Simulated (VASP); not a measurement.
Crystal: ZnCd2SeS2.

```
Zn Cd Se S
1.0
     4.43825    0.00000    0.00000
    -2.21913    3.84364    0.00000
     0.00000    0.00000    8.61199
Zn Cd Se S
1 2 1 2
Direct
  0.00000 0.00000 0.00000
  0.33333 0.66667 0.50000
  0.66667 0.33333 0.50000
  0.00000 0.00000 0.50000
  0.00000 0.00000 0.19989
  0.00000 0.00000 0.80011
```

The cell was built by a generator and needn't be a form met in nature.

| Property | Result |
| --- | --- |
| Program | VASP 6.6.1 |
| Task | relaxation of cell and atoms |
| Functional | PBE |
| Potentials or basis | VASP PAW PBE potentials, release 64 (Zn, Cd, Se, S) |
| Cutoff | 520 eV |
| k mesh | 4 × 4 × 2 |
| Occupations | gaussian, width 0.15 eV |
| Spin | no spin polarisation |

At the start: pressure 34.4 GPa; volume 24.49 Å³/atom.

Task: Where does the relaxation end?

Result: Over 21 steps the energy falls by 1131.3 meV/atom and the volume is 34.99 Å³/atom (+42.9 %); space group P6/mmm (No. 191, to 0.05 Å).

The path:
```tsv
step	energy change (eV)	largest force (eV/Å)	pressure (GPa)	volume (Å³)
1	0.0000	14.2671	34.37	146.91
2	-3.4993	0.9150	-2.71	284.18
3	-3.7569	0.6912	-2.48	270.33
4	-4.0149	0.4272	-2.36	257.99
5	-5.5950	1.0400	1.51	197.91
6	-5.6294	0.5927	8.48	171.32
7	-5.7675	1.1598	3.83	185.91
8	-5.7824	1.0960	4.95	181.09
9	-6.6223	0.7940	0.09	206.64
10	-6.6727	0.6907	-0.74	213.12
11	-6.6823	0.6377	-0.93	216.26
12	-6.6782	0.5325	-1.51	222.58
13	-6.6841	0.6066	-1.08	218.16
14	-6.7738	0.0524	-0.32	211.82
15	-6.7794	0.2150	0.04	209.74
16	-6.7795	0.1929	0.06	209.90
17	-6.7781	0.0613	-0.07	210.86
18	-6.7794	0.1530	-0.01	210.17
19	-6.7840	0.0917	0.04	210.09
20	-6.7856	0.1870	0.02	209.80
21	-6.7877	0.0344	0.01	209.94
```

Final structure:
```
Zn Cd Se S
1.0
     5.14358    0.00000    0.00000
    -2.57179    4.45447    0.00000
     0.00000    0.00000    9.16293
Zn Cd Se S
1 2 1 2
Direct
  0.00000 0.00000 0.00000
  0.33333 0.66667 0.50000
  0.66667 0.33333 0.50000
  0.00000 0.00000 0.50000
  0.00000 0.00000 0.23267
  0.00000 0.00000 0.76733
```

Caveat: the k mesh is coarse (spacing up to 0.41 Å⁻¹), so the values aren't converged; the volume moved by over 15 % at a fixed basis, so the end points are rough; the relaxation stopped at a loose force limit of 0.08 eV/Å, so its end isn't a converged minimum.
